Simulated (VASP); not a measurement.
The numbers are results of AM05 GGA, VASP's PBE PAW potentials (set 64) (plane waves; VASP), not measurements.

VASP ran on this input.

File KPOINTS:
```
k-points along high-symmetry lines
15
Line-mode
Reciprocal
  0.000000   0.000000   0.000000 ! GAMMA
  0.000000   0.500000   0.000000 ! X

  0.000000   0.500000   0.000000 ! X
  0.500000   0.500000   0.000000 ! M

  0.500000   0.500000   0.000000 ! M
  0.000000   0.000000   0.000000 ! GAMMA

  0.000000   0.000000   0.000000 ! GAMMA
  0.500000   0.500000   0.500000 ! R

  0.500000   0.500000   0.500000 ! R
  0.000000   0.500000   0.000000 ! X

  0.500000   0.500000   0.500000 ! R
  0.500000   0.500000   0.000000 ! M
```

**POSCAR**
```
AuZn
1.0
  3.1255026229   0.0000000000   0.0000000000
  0.0000000000   3.1255026229   0.0000000000
  0.0000000000   0.0000000000   3.1255026229
Zn Au
1 1
Cart
  1.5627513115   1.5627513115   1.5627513115
  0.0000000000   0.0000000000   0.0000000000
```

### INCAR
```
SYSTEM = AuZn
PREC = Accurate
ENCUT = 520
EDIFF = 1E-7
NELM = 100
ALGO = Normal
LREAL = .FALSE.
LASPH = .TRUE.
ISMEAR = 0
SIGMA = 0.05
GGA = AM
LMAXMIX = 6
LWAVE = .FALSE.
LCHARG = .FALSE.
LORBIT = 11
ICHARG = 11
```

POTCAR, in this order: Zn Au (PBE.64 set). Program: vasp_std. Read from the step before: CHGCAR.

Output

File OSZICAR:
```
       N       E                     dE             d eps       ncg     rms          rms(c)
DAV:   1     0.129912550433E+03    0.12991E+03   -0.11939E+04  2756   0.202E+03
DAV:   2    -0.707166843258E-01   -0.12998E+03   -0.12435E+03  2777   0.347E+02
DAV:   3    -0.425689763511E+01   -0.41862E+01   -0.41753E+01  3407   0.713E+01
DAV:   4    -0.428287035342E+01   -0.25973E-01   -0.25970E-01  3232   0.484E+00
DAV:   5    -0.428320032082E+01   -0.32997E-03   -0.32996E-03  3372   0.545E-01
DAV:   6    -0.428320826973E+01   -0.79489E-05   -0.79481E-05  3316   0.729E-02
DAV:   7    -0.428320849198E+01   -0.22225E-06   -0.22364E-06  3435   0.134E-02
DAV:   8    -0.428320849774E+01   -0.57635E-08   -0.56115E-08  2546   0.209E-03
   1 F= -.42832085E+01 E0= -.42824881E+01  d E =-.144081E-02
```

### OUTCAR
```
 val. band max:        8.1768456369   @ k =   0.5000   0.5000   0.1429

 cond. band min:       8.2018548881   @ k =   0.5000   0.5000   0.2857



 k-point     1 :       0.0000    0.0000    0.0000
  band No.  band energies     occupation
      1      -3.6706      2.00000
      2      -1.0396      2.00000
      3      -1.0396      2.00000
      4      -0.2860      2.00000
      5      -0.2860      2.00000
      6      -0.2860      2.00000
      7       1.6811      2.00000
      8       1.6811      2.00000
      9       3.4091      2.00000
     10       3.4091      2.00000
     11       3.4091      2.00000
     12      12.1872      0.00000
     13      12.1872      0.00000
     14      12.1872      0.00000
     15      16.3144      0.00000

 k-point     2 :       0.0000    0.0357    0.0000
  band No.  band energies     occupation
      1      -3.6475      2.00000
      2      -1.0341      2.00000
      3      -1.0322      2.00000
      4      -0.2863      2.00000
      5      -0.2863      2.00000
      6      -0.2839      2.00000
      7       1.6770      2.00000
      8       1.6873      2.00000
      9       3.3905      2.00000
     10       3.3905      2.00000
     11       3.4071      2.00000
     12      11.9828      0.00000
     13      12.2317      0.00000
     14      12.2317      0.00000
     15      16.4539      0.00000

 k-point     3 :       0.0000    0.0714    0.0000
  band No.  band energies     occupation
      1      -3.5782      2.00000
      2      -1.0179      2.00000
      3      -1.0106      2.00000
      4      -0.2870      2.00000
      5      -0.2870      2.00000
      6      -0.2778      2.00000
      7       1.6647      2.00000
      8       1.7058      2.00000
      9       3.3362      2.00000
     10       3.3362      2.00000
     11       3.4010      2.00000
     12      11.4589      0.00000
     13      12.3636      0.00000
     14      12.3636      0.00000
     15      16.7669      0.00000

...
```

The density is held fixed in this step, so its total energy and stress have no physical meaning. Unless said otherwise, spin-orbit coupling is left out, though it shifts the bands of the heavy elements here.

The compound is AuZn in the CsCl type structure. It was relaxed first. The electron count is odd and the run is not spin-polarised, which forces a metal.
